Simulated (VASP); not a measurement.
Here is the system:

```yaml
crystal:
  lattice:
    - [4.64094, 0.00000, 0.00000]
    - [-2.32047, 4.01917, 0.00000]
    - [0.00000, 0.00000, 7.60078]
  atoms:
    - { symbol: Ti, position: [0.67030, 0.32976, 0.00800] }
    - { symbol: Ti, position: [0.34227, 0.68647, 0.49776] }
    - { symbol: Te, position: [0.65739, 0.32187, 0.61674] }
    - { symbol: Te, position: [0.33004, 0.66190, 0.12790] }
```

Computed with PBE GGA, VASP's PBE PAW potentials (set 64) (plane waves; VASP). Settings: 300 eV cut-off, 3×3×2 Γ-centred mesh, Fermi-Dirac smearing of 0.050 eV, potentials Ti_sv Te.

At this cut-off the stress carries a Pulay error, which pulls relaxed volumes low. Unless said otherwise, spin-orbit coupling is left out, though it shifts the bands of the heavy elements here.

**Question.** Estimate the energy per atom (σ→0), pressure, largest force, band gap (on the k-mesh) with the smallest direct gap where there is one.

**Answer.** 
The band gap (on the k-mesh) is none (metal, semimetal or under 0.01 eV) and the energy per atom (σ→0) is -5415 meV/atom. The pressure is -5.28 GPa and the largest force comes out as 0.857 eV/Å.

The structure was generated: TiTe was put into an ordered model structure, which need not be its known phase. The cell was not relaxed at this level, atoms are displaced from their ideal sites. The k-mesh is coarse (spacing up to 0.52 per Å, 2π included), so the numbers may not be converged in it.
